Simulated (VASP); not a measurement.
A VASP calculation is set up with these files.

File KPOINTS:
```
Regular mesh
0
gamma
 2 2 2
```

INCAR:
```
SYSTEM = MnF2
PREC = Accurate
ENCUT = 400
EDIFF = 1E-6
NELM = 100
ALGO = Normal
LREAL = .FALSE.
LASPH = .TRUE.
ISMEAR = 0
SIGMA = 0.1
GGA = PE
LMAXMIX = 4
LWAVE = .FALSE.
LCHARG = .FALSE.
ISIF = 2
ISPIN = 2
MAGMOM = 4.0 0.0 0.0
LORBIT = 11
```

### POSCAR
```
MnF2
2.954020
  1.0000000000   0.0000000000   0.0000000000
 -0.5000000000   0.8660256193   0.0000000000
  0.0000000000   0.0000000000   1.6132077643
Mn F
1 2
Direct
  0.0000000000   0.0000000000   0.0000000000
  0.3333330000   0.6666670000   0.2520000000
  0.6666670000   0.3333330000   0.7480000000
```

POTCAR, in this order: Mn_pv F (PBE.64 set). Program: vasp_std.

**Question.** Write an equivalent input for Ansatz.

**Answer.** One equivalent input (not run):
Ansatz 0.2 input:
```yaml
crystal:
  lattice:
    - [2.9540200, 0.0000000, 0.0000000]
    - [-1.4770100, 2.5582570, 0.0000000]
    - [0.0000000, 0.0000000, 4.7654480]
  atoms:
    - { symbol: Mn, position: [0.0000000, 0.0000000, 0.0000000], spin: 4 }
    - { symbol: F, position: [0.3333330, 0.6666670, 0.2520000] }
    - { symbol: F, position: [0.6666670, 0.3333330, 0.7480000] }
kpoints:
  mp_grid: { grid: [2, 2, 2] }
hamiltonian:
  xc: pbe
  pseudopotentials: { kind: paw }
magnetization: { spin_polarized: true }
scf:
  occupations: { method: gaussian, width: 0.1 }
  max_iter: 100
output: { forces: true, stress: true, eigenvalues: true }
```
What does not carry over: each code has its own PAW files, so the cut-off isn't converted (ENCUT is set for VASP's; basis.ecutwfc is left out, and Ansatz then takes the one that its files recommend); Ansatz stops its SCF on the density residual and VASP on the energy change (EDIFF).

The structure was generated: MnF2 was put into an ordered model structure, which need not be its known phase. The cell was not relaxed at this level. The k-mesh is coarse (spacing up to 1.23 per Å, 2π included), so the numbers may not be converged in it. The run is one of a series of settings (KPOINTS 2×2×2 Γ-centred mesh against the base run), some of them coarse on purpose.
